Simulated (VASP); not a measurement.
Here is the system:

```xyz
4
Lattice="2.3200 -4.0184 0.0000 2.3200 4.0184 0.0000 0.0000 0.0000 7.5363" Properties=species:S:1:pos:R:3 pbc="T T T"
Mg     2.3200    -1.3395     3.7682
Mg     2.3200     1.3395     0.0000
Te     2.3200    -1.3395     6.6018
Te     2.3200     1.3395     2.8337
```

Level of theory: PBEsol GGA, VASP's PBE PAW potentials (set 64) (plane waves; VASP). Run with 300 eV cut-off, 6×6×3 Γ-centred mesh, Fermi-Dirac smearing of 0.050 eV, potentials Mg Te.

Unless said otherwise, spin-orbit coupling is left out, though it shifts the bands of the heavy elements here.

Question: Give the energies of bands 3 to 11 at the high-symmetry points, in eV from the valence-band maximum.

Answer: 
| band | Γ | M | K | A | L | H |
|---|---|---|---|---|---|---|
| 3 | -3.12 | -2.96 | -2.47 | -1.95 | -3.04 | -2.84 |
| 4 | -0.47 | -2.51 | -2.47 | -1.95 | -3.04 | -2.84 |
| 5 | -0.47 | -1.88 | -2.24 | -0.25 | -0.85 | -1.84 |
| 6 | -0.01 | -1.17 | -1.34 | -0.25 | -0.85 | -1.84 |
| 7 | -0.01 | -0.95 | -1.34 | -0.25 | -0.84 | -0.59 |
| 8 | 0.00 | -0.42 | -1.29 | -0.25 | -0.84 | -0.59 |
| 9 | 2.17 | 3.09 | 3.49 | 3.25 | 3.11 | 3.77 |
| 10 | 2.81 | 3.72 | 5.46 | 3.25 | 3.11 | 3.77 |
| 11 | 5.18 | 4.15 | 5.46 | 5.44 | 4.19 | 5.02 |

The gap is direct, 2.17 eV, from the valence maximum at Γ to the conduction minimum at Γ.

The structure is a typed MgTe crystal. The cell was not relaxed at this level.
